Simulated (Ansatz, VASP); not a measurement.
## Bi2Te2Se in two plane-wave programs

Wanted: the spread between two codes on one cell, functional and k mesh.

Main program and level: Ansatz 0.2.0; plane waves, with VASP 6.6.1 beside it; single point at r2SCAN.

**1. The starting structure**

Symmetry: R-3m, No. 166, trigonal system. Conventional cell: a = 4.322 Å, b = 4.322 Å, c = 31.757 Å, α = 90.00°, β = 90.00°, γ = 120.00°. Bi has 3 Te at 3.05 Å and 3 Se at 3.11 Å nearest. Te has 3 Bi at 3.05 Å nearest. Nearest to Se lie 6 Bi at 3.11 Å. Farther neighbours and most contacts between anions are not listed.

**2. VASP: single point, r2SCAN**

With cell and atoms fixed, the geometry can't cause a difference; cores, projectors, grids and the points listed under the comparison can.

Lines of VASP's logs that name or quote its potential files are left out, and so is its time.

File INCAR:

```
SYSTEM = Bi2Te2Se
PREC = Accurate
ENCUT = 400
EDIFF = 1E-06
NELM = 100
ISMEAR = -5
SIGMA = 0.05
LREAL = .FALSE.
ALGO = Normal
METAGGA = R2SCAN
LASPH = .TRUE.
NBANDS = 39
LORBIT = 11
LWAVE = .FALSE.
LCHARG = .FALSE.
KPAR = 4
NEDOS = 2001
```

File POSCAR:

```
Bi2Te2Se
1.0
    2.1609687617      1.2476358963     10.5855712543
   -2.1609687617      1.2476358963     10.5855712543
    0.0000000000     -2.4952717926     10.5855712543
Bi Te Se
2 2 1
Direct
    0.6082787600      0.6082787600      0.6082787600
    0.3917212400      0.3917212400      0.3917212400
    0.2195951300      0.2195951300      0.2195951300
    0.7804048700      0.7804048700      0.7804048700
    0.0000000000      0.0000000000      0.0000000000
```

File KPOINTS:

```
Automatic mesh
0
Gamma
6 6 6
0 0 0
```

Potentials, in the order of the species: Bi_d, Te and Se (PBE family, release 64).

Run with:

```
$ mpirun -np 4 vasp_std
```

Numbers of over 12 decimals in the logs are rounded to 6 here.

The program printed:

```text
[banner, memory and clock lines left out]
running    4 mpi-ranks, on    1 nodes
 distrk:  each k-point on    1 cores,    4 groups
 distr:  one band on    1 cores,    1 groups

 POSCAR found type information on POSCAR BiTeSe
 POSCAR found :  3 types and       5 ions
|                                                                             |
|               ----> ADVICE to this user running VASP <----                  |
|                                                                             |
|     You enforced a specific xc type in the INCAR file but a different       |
|     [... a line on the potential file left out ...]
|     I HOPE YOU KNOW WHAT YOU ARE DOING!                                     |
|                                                                             |

 LDA part: xc-table for (None), standard interpolation
 POSCAR, INCAR and KPOINTS ok, starting setup
 FFT: planning ... GRIDC
 FFT: planning ... GRID_SOFT
 FFT: planning ... GRID
 WAVECAR not read
 entering main loop
       N       E                     dE             d eps       ncg     rms          rms(c)
DAV:   1     0.236285674193E+03    0.23629E+03   -0.19180E+04  2496   0.103E+03
DAV:   2    -0.148917408048E+03   -0.38520E+03   -0.36384E+03  2600   0.298E+02
DAV:   3    -0.192290455132E+03   -0.43373E+02   -0.42072E+02  3100   0.116E+02
DAV:   4    -0.194093588615E+03   -0.18031E+01   -0.17959E+01  3035   0.260E+01
DAV:   5    -0.194169464264E+03   -0.75876E-01   -0.75868E-01  3503   0.493E+00    0.607E+00
DAV:   6    -0.183788293725E+03    0.10381E+02   -0.27096E+00  3071   0.159E+01    0.495E+00
DAV:   7    -0.183827421565E+03   -0.39128E-01   -0.50942E-01  2961   0.285E+00    0.211E+00
DAV:   8    -0.183844420718E+03   -0.16999E-01   -0.31561E-02  2878   0.136E+00    0.812E-01
DAV:   9    -0.183848984135E+03   -0.45634E-02   -0.79016E-03  2936   0.533E-01    0.165E-01
DAV:  10    -0.183849075264E+03   -0.91129E-04   -0.85200E-04  3132   0.199E-01    0.113E-01
DAV:  11    -0.183849207402E+03   -0.13214E-03   -0.65051E-04  2885   0.161E-01    0.532E-02
DAV:  12    -0.183849185232E+03    0.22170E-04   -0.74322E-05  2925   0.654E-02    0.187E-02
DAV:  13    -0.183849187676E+03   -0.24445E-05   -0.29159E-05  3192   0.420E-02    0.407E-03
DAV:  14    -0.183849187372E+03    0.30490E-06   -0.16070E-06  2139   0.889E-03
   1 F= -.18384919E+03 E0= -.18384919E+03  d E =0.000000E+00
```

Parts of OUTCAR (step 2):

```text
ion  position               nearest neighbor table
   1  0.608  0.608  0.608-   3 3.05   3 3.05   3 3.05   5 3.11   5 3.11   5 3.11
   2  0.392  0.392  0.392-   4 3.05   4 3.05   4 3.05   5 3.11   5 3.11   5 3.11
   3  0.220  0.220  0.220-   1 3.05   1 3.05   1 3.05
   4  0.780  0.780  0.780-   2 3.05   2 3.05   2 3.05
   5  0.000  0.000  0.000-   1 3.11   1 3.11   2 3.11   2 3.11   1 3.11   2 3.11

  LATTYP: Found a trigonal (rhomboedric) cell.
 ALAT       =    10.8756930859
 COS(alpha) =     0.9210389187

 Subroutine GETGRP returns: Found 12 space group operations
 (whereof 12 operations were pure point group operations)

The static configuration has the point symmetry D_3d.

 Found     32 irreducible k-points:

   k-points           NKPTS =     32   k-points in BZ     NKDIM =     32   number of bands    NBANDS=     39

   dimension x,y,z NGX =    72 NGY =   72 NGZ =   72
   dimension x,y,z NGXF=   144 NGYF=  144 NGZF=  144

   ENCUT  =  400.0 eV  29.40 Ry    5.42 a.u.  17.74 17.74 17.74*2*pi/ulx,y,z

   NELECT =      48.0000    total number of electrons

 k-points in reciprocal lattice and weights: Automatic mesh
   0.00000000  0.00000000  0.00000000       0.005
   0.16666667 -0.00000000  0.00000000       0.028
   0.33333333 -0.00000000 -0.00000000       0.028
   0.50000000 -0.00000000  0.00000000       0.014
   0.16666667  0.16666667  0.00000000       0.028
   0.33333333  0.16666667  0.00000000       0.056
   0.50000000  0.16666667  0.00000000       0.056
  -0.33333333  0.16666667  0.00000000       0.056
  -0.16666667  0.16666667  0.00000000       0.028
[...]
-0.33333333  0.50000000  0.33333333       0.028
   0.50000000  0.50000000  0.50000000       0.005

 average (electrostatic) potential at core
       1-113.0000       2-113.0000       3 -94.1077       4 -94.1077       5 -57.3508

 E-fermi :   4.6584

 k-point     1 :       0.0000    0.0000    0.0000
  band No.  band energies     occupation
    ...
     20       3.5181      2.00000
     21       3.5181      2.00000
     22       3.9218      2.00000
     23       3.9218      2.00000
     24       4.6428      2.00000
     25       5.3631      0.00000
     26       6.1486      0.00000
     27       6.1486      0.00000
     28       7.0876      0.00000
     29       7.3569      0.00000
    ...

 k-point     2 :       0.1667   -0.0000    0.0000
  band No.  band energies     occupation
    ...
     20       3.2576      2.00000
     21       3.6094      2.00000
     22       3.7872      2.00000
     23       3.8081      2.00000
     24       4.1033      2.00000
     25       6.1938      0.00000
     26       6.7138      0.00000
     27       6.8236      0.00000
     28       7.3163      0.00000
     29       7.5512      0.00000
    ...

 k-point     3 :       0.3333   -0.0000   -0.0000
  band No.  band energies     occupation
    ...
     20       2.5618      2.00000
     21       2.5955      2.00000
     22       3.5074      2.00000
     23       3.7486      2.00000
     24       4.1092      2.00000
     25       6.0525      0.00000
     26       6.8800      0.00000
     27       7.2407      0.00000
     28       7.9142      0.00000
     29       8.3430      0.00000
    ...

  Total        0.0262058      0.0262058     -0.0163815      0.0000000     -0.0000000      0.0000000
  in kB        0.2451923      0.2451923     -0.1532721      0.0000000     -0.0000000      0.0000000
  external PRESSURE =       0.1123708 kB  Pullay stress =       0.0000000 kB

  energy-cutoff  :      400.00
  volume of cell :      171.24
      direct lattice vectors                 reciprocal lattice vectors
     2.160968762  1.247635896 10.585571254     0.231377708  0.133585982  0.031489404
    -2.160968762  1.247635896 10.585571254    -0.231377708  0.133585982  0.031489404
     0.000000000 -2.495271793 10.585571254     0.000000000 -0.267171964  0.031489404

 POSITION                                       TOTAL-FORCE (eV/Angst)
 -----------------------------------------------------------------------------------
      0.00000      0.00000     19.31693         0.000000      0.000000     -0.036860
      0.00000      0.00000     12.43978         0.000000     -0.000000      0.036860
      0.00000      0.00000      6.97362         0.000000      0.000000      0.012504
      0.00000      0.00000     24.78309         0.000000      0.000000     -0.012504
      0.00000      0.00000      0.00000         0.000000      0.000000      0.000000
 -----------------------------------------------------------------------------------
    total drift:                               -0.000000     -0.000000     -0.000000

  FREE ENERGIE OF THE ION-ELECTRON SYSTEM (eV)
  ---------------------------------------------------
  free  energy   TOTEN  =      -183.8491873715 eV

  energy  without entropy=     -183.8491873715  energy(sigma->0) =     -183.84918737

 total charge
# of ion       s       p       d       tot
------------------------------------------
    1        1.579   1.081   9.943  12.603
    2        1.579   1.081   9.943  12.603
    3        1.399   1.969   0.021   3.389
    4        1.399   1.969   0.021   3.389
    5        1.470   2.360   0.019   3.850
--------------------------------------------------
tot          7.426   8.459  19.948  35.833

[... 3 further parts left out ...]
```

The run ends at a pressure of 0.01 GPa, with forces up to 0.037 eV/Å.

**3. Ansatz: single point, r2SCAN**

Ansatz runs on its default PAW (the set named soft_2) files.

The same cell, functional, mesh and smearing now go to Ansatz, which takes its cutoff from its data sets.

File input.yaml:

```yaml
crystal:
  lattice:
    - [2.1609687617, 1.2476358963, 10.5855712543]
    - [-2.1609687617, 1.2476358963, 10.5855712543]
    - [0.0, -2.4952717926, 10.5855712543]
  atoms:
    - { symbol: Bi, position: [0.60827876, 0.60827876, 0.60827876] }
    - { symbol: Bi, position: [0.39172124, 0.39172124, 0.39172124] }
    - { symbol: Te, position: [0.21959513, 0.21959513, 0.21959513] }
    - { symbol: Te, position: [0.78040487, 0.78040487, 0.78040487] }
    - { symbol: Se, position: [0.0, 0.0, 0.0] }
hamiltonian:
  xc: r2scan
  pseudopotentials: { kind: paw }
kpoints:
  mp_grid: { grid: [6, 6, 6] }
scf:
  occupations: { method: tetrahedron }
output:
  forces: true
  stress: true
```

Run with:

```
$ ansatz run input.yaml --threads 2 --pin off --max-ram 4608MiB --backend cpu --events-out ev --progress --plain --runs-dir out
```

The program printed:

```text
Warning: output.forces, output.stress, relax.cell or npt_langevin: where a Kohn–Sham band that disperses or a degenerate level is filled in part under the method tetrahedron, the forces or the stress that this run publishes need not agree with its energy (scf.occupations.method in the input reference, under Limitations); prefer a smearing scheme for the forces or the stress
basis.fft_grid_basis auto: the FFT boxes are laid along the combinations [[1, 0, -1], [0, 1, -1], [0, 0, 1]] of the cell's own vectors, 4.322, 4.322 and 10.876 Å long. The dense box has 32×32×80 points. Along the cell's own vectors, as sized, it would have 80×80×80, 6.25 times as many. Of the 12 symmetry operations that the crystal satisfies within crystal.symmetry.tolerance (time reversal apart; of a slab, those tha [...]
band count auto-derived: 48 (N_el = 78.0; filled up to band 39; 47 by the electrons, moments and atoms)
Engine: ansatz 0.2.0, x86_64-unknown-linux-gnu
Pseudopotentials: kind: paw
Pseudopotential: Bi, paw, valence charge 15, recommended cutoff 500 eV (meta_gga), Bi.paw.azcp
Pseudopotential: Te, paw, valence charge 16, recommended cutoff 500 eV (meta_gga), Te.paw.azcp
Pseudopotential: Se, paw, valence charge 16, recommended cutoff 500 eV (meta_gga), Se.paw.azcp
Functional definition: r2SCAN
  parameter k0 = 0.174
  parameter k1 = 0.065
  parameter a1 = 4.9479
  exchange = r2scan_x(k0 = k0, k1 = k1, a1 = a1)
  correlation = r2scan_c
Crystal: 5 atoms, lattice volume = 171.239 Å³
Basis set: ecut = 500 eV, 4341 PW (Γ), FFT grids on a1−a3, a2−a3, a3, exchange–correlation on 128×128×320 points (64 copies of the dense FFT grid, shifted against one another)
Bands: 48, of which v1, the nominal top of the filled ones, is band 39 counted from 1 (38 counted from 0)
Symmetry: 12 space group operations
Space group: R-3m (ITA 166), of the structure as read, at distance tolerance 5.6e-5 Å
k-points: 32 of 216
Non-local potential: Bi, projectors of the file, l = 0: 2, l = 1: 2, l = 2: 2, l = 3: 2
Non-local potential: Te, projectors of the file, l = 0: 2, l = 1: 2, l = 2: 2, l = 3: 2
Non-local potential: Se, projectors of the file, l = 0: 2, l = 1: 2, l = 2: 3, l = 3: 1
PAW form: soft (Blöchl's): semilocal exchange-correlation on the pseudo side does not see the compensation charge
PAW frozen core: Bi, regenerated for the run's functional (the file was generated under x = pbe(κ = 0.804, μ = 0.219515), c = pbe(β = 0.066725))
PAW frozen core: Te, regenerated for the run's functional (the file was generated under x = pbe(κ = 0.804, μ = 0.219515), c = pbe(β = 0.066725))
PAW frozen core: Se, regenerated for the run's functional (the file was generated under x = pbe(κ = 0.804, μ = 0.219515), c = pbe(β = 0.066725))
PAW one-centre angular grid: Bi, 590 points (default); XC on 160 Gauss nodes
PAW one-centre angular grid: Te, 590 points (default); XC on 160 Gauss nodes
PAW one-centre angular grid: Se, 590 points (default); XC on 160 Gauss nodes
Initial density: superposition of atomic densities (neutral atoms: chi_scale 0, normalization atom), corrected by the library's trained network
Initial wavefunctions: pseudopotential atomic-orbital guess
Functional: x = r2scan, c = r2scan; τ floored in thin density (d = 2e-4 eV/Å³)
SCF iter   1: F=—  HF=-44291.587671 eV  |F-HF|=—  |Δ(HF+E_count)|=         —  Δρ=3.66e-3  dr2=3.22e-2  dr2_τ=8.30e-3  ethr=1.77e-3  ⟨swp⟩=8.0  Hψ=6780  notcnv=0  defer=2
preconditioner: auto → Resta (q_TF=auto, 2.393 Å⁻¹)  ε∞=3.5  [insulator: Δε(μ)=0.726 eV  Ē_g=9.521 eV  n_scr=44 (ndim 8)  ℏωp=15.0 eV  f_vac=0.051  ε∞_Penn≈3.5]
SCF iter   2: F=—  HF=-44291.598596 eV  |F-HF|=—  |Δ(HF+E_count)|=   1.09e-2  Δρ=1.90e-3  dr2=6.40e-3  dr2_τ=2.39e-4  ethr=4.13e-5  ⟨swp⟩=3.0  Hψ=3424  notcnv=0  defer=69
SCF iter   3: F=—  HF=-44291.599527 eV  |F-HF|=—  |Δ(HF+E_count)|=   9.31e-4  Δρ=6.23e-4  dr2=9.07e-4  dr2_τ=3.19e-5  ethr=8.21e-6  ⟨swp⟩=3.7  Hψ=2991  notcnv=0  defer=69
SCF iter   4: F=—  HF=-44291.599670 eV  |F-HF|=—  |Δ(HF+E_count)|=   1.43e-4  Δρ=2.76e-4  dr2=3.55e-4  dr2_τ=3.89e-6  ethr=1.16e-6  ⟨swp⟩=3.0  Hψ=3137  notcnv=0  defer=69
SCF iter   5: F=—  HF=-44291.599684 eV  |F-HF|=—  |Δ(HF+E_count)|=   1.36e-5  Δρ=1.04e-4  dr2=4.89e-5  dr2_τ=3.36e-7  ethr=4.55e-7  ⟨swp⟩=3.0  Hψ=2057  notcnv=0  defer=69
SCF iter   6: F=—  HF=-44291.599727 eV  |F-HF|=—  |Δ(HF+E_count)|=   4.34e-5  Δρ=3.29e-5  dr2=2.89e-6  dr2_τ=4.56e-8  ethr=6.27e-8  ⟨swp⟩=2.8  Hψ=1785  notcnv=0  defer=69
SCF iter   7: F=—  HF=-44291.599729 eV  |F-HF|=—  |Δ(HF+E_count)|=   1.26e-6  Δρ=7.32e-6  dr2=1.09e-7  dr2_τ=5.03e-9  ethr=3.70e-9  ⟨swp⟩=3.0  Hψ=2287  notcnv=0  defer=69
SCF iter   8: F=-44291.599729 eV  HF=-44291.599729 eV  |F-HF|=1.66e-9  |Δ(HF+E_count)|=   5.10e-8  Δρ=1.71e-6  dr2=5.08e-9  dr2_τ=7.20e-11  ethr=1.28e-10  ⟨swp⟩=8.9  Hψ=6998  notcnv=0
SCF 1 converged in 8 iterations: F = -44291.599729 eV  dr2 = 5.08e-9
  greatest PAW one-centre occupation: 1.000 electrons in one spin orbital (limit 2), on the Se atom at site 4 (counted from 0), in its partial waves of l = 2
SCF converged after 8 iterations
Stability not checked: this state was not tested for a lower state beside it, because cold or Methfessel-Paxton smearing, or corrected tetrahedra, fill the levels in a way that the test cannot read (fill_not_monotonic; see scf.lower_state_search)
Free energy (F): -44291.599729 eV
Harris-Foulkes:  -44291.599729 eV  (|F-HF|=1.66e-9)
Internal energy: -44291.599729 eV  (E = F + TS)
E sigma→0 (E₀):  -44291.599729 eV
Fermi energy:    7.822941 eV
--- Per-component energies (eV) ---
  E_band       = -1235.782074
  E_kinetic    = 1077.956779
  E_local      = -9045.562622  (includes V_loc(G=0)·N_el)
  E_nonlocal   = -90.316323
  E_hartree    = 4295.318742
  E_xc         = -610.641005
  E_vxc        = -641.945514  (∫ρ·V_xc dr)
  E_paw        = -32674.365112  (= ΣΔE_a)
  E_vpaw       = -1166.884525  (= ΣTr[D̂ρ^β])
  E_aug_tail   = -0.000835  (compensation charges beyond the density's cutoff)
  E_vtau       = 40.335028  (kinetic-family band-sum trace: ∫τ·v_τ [+ j·A + Jᵃ·Aᵃ] dr)
  E_ewald      = -7244.545389
  E_core_change = 0.556035  (= ΣΔE_core)
  E_smearing   = -0.000000  (= −TS)
  E_closure    = -0.000000  (closes the sum)
  Σ components = -44291.599729   (vs F -44291.599729, Δ=0.00e0)
--- Forces (eV/Å), atoms counted from 1 ---
  atom   1  Bi     0.00000000    -0.00000000    -0.04942031
  atom   2  Bi     0.00000000     0.00000000     0.04942031
  atom   3  Te     0.00000000    -0.00000000     0.03192015
  atom   4  Te     0.00000000     0.00000000    -0.03192015
  atom   5  Se     0.00000000     0.00000000     0.00000000
  max |Σ_I F_I| component: 6.94e-18 eV/Å
--- Stress (GPa, compression-positive) ---
        0.042786       0.000000       0.000000
        0.000000       0.042786       0.000000
        0.000000      -0.000000      -0.013812
  P = ⅓ Tr σ = 0.0239 GPa (0.239 kbar)
--- Band table (eV; the first three rows and the last of 32) ---
  k-point 0: bands = [... 35 lower, 6.7014, 7.1033, 7.1033, 7.8229, 8.5557, 9.3287, 9.3287, 10.2754, ... 5 higher]
  k-point 1: bands = [... 35 lower, 6.7856, 6.9666, 6.9858, 7.2827, 9.3798, 9.8933, 10.0129, 10.5036, ... 5 higher]
  k-point 2: bands = [... 35 lower, 5.7800, 6.6812, 6.9280, 7.2903, 9.2404, 10.0575, 10.4224, 11.1018, ... 5 higher]
  k-point 31: bands = [... 35 lower, 6.7857, 6.9930, 6.9930, 7.3283, 8.8728, 9.4861, 9.4861, 10.1913, ... 5 higher]
```

The job ended after 12 s (2 threads of Intel Xeon Platinum 8488C (Sapphire Rapids), shared host; peak memory 0.93 GiB; 22 s of CPU time).

The run ends at a pressure of 0.02 GPa, with forces up to 0.049 eV/Å.

**4. Side by side**

Known differences besides the potentials themselves: VASP keeps PBE cores, Ansatz makes them for the functional; the data sets hold 78 valence electrons in Ansatz (default PAW (the set named soft_2) files) and 48 in VASP; the cutoff is 500 eV in Ansatz and 400 eV in VASP. Total energies have different zeros and are not compared.

The two programs side by side:

```csv
quantity,Ansatz,VASP,difference
pressure (GPa),0.02,0.01,+0.01
gap on the k mesh (eV),0.733,0.720,+0.012
```

At this near-relaxed geometry the largest component of a force difference is 19 meV/Å. A gap on the mesh is an upper bound, since the band edges may lie between its points; neither run holds spin-orbit coupling, which can move the band edges of a compound of Bi. Ansatz's pressure holds a Pulay correction of 0.02 GPa; VASP's holds none.

**5. What the set-up changes**

Further runs change the set-up of one program: Ansatz's method, potentials or start, or VASP's data sets, cutoff or form of LDA. The table gives Ansatz less VASP for each quantity, since a change that brings one quantity closer may part another.

```csv
run,r.m.s. force difference (meV/Å),pressure (GPa),gap on the k mesh (eV)
as above,8.4,0.013,0.012
Ansatz's all-electron LAPW method,8.4,0.020,0.014
```

**6. Summary of results**

```json
{
  "difference in gap on the k mesh (single point, r2SCAN)": "0.012 eV",
  "r.m.s. force difference (single point, r2SCAN)": "8.4 meV/Å"
}
```

In words: The r.m.s. force difference is 8.4 meV/Å (single point, r2SCAN), within the 12 meV/Å picked in this series as the mark of a large difference. Single point, r2SCAN, Ansatz's all-electron LAPW method: the difference in pressure goes from 0.013 to 0.020 GPa. How closely two codes agree says nothing of how well the functional describes the real material.

[Lines on the potential files, build, host, timing and source positions are cut from VASP's logs without a mark.]

[Logs are printed without paths, hosts, clocks, repeated set-up lines and the standing remarks that a program may print on its own settings, such as how far it seeks lower states.]

[Hosts, paths, dates, database ids (printed as entryN), source tags and the programs' standing remarks are cut or masked in the printed files.]
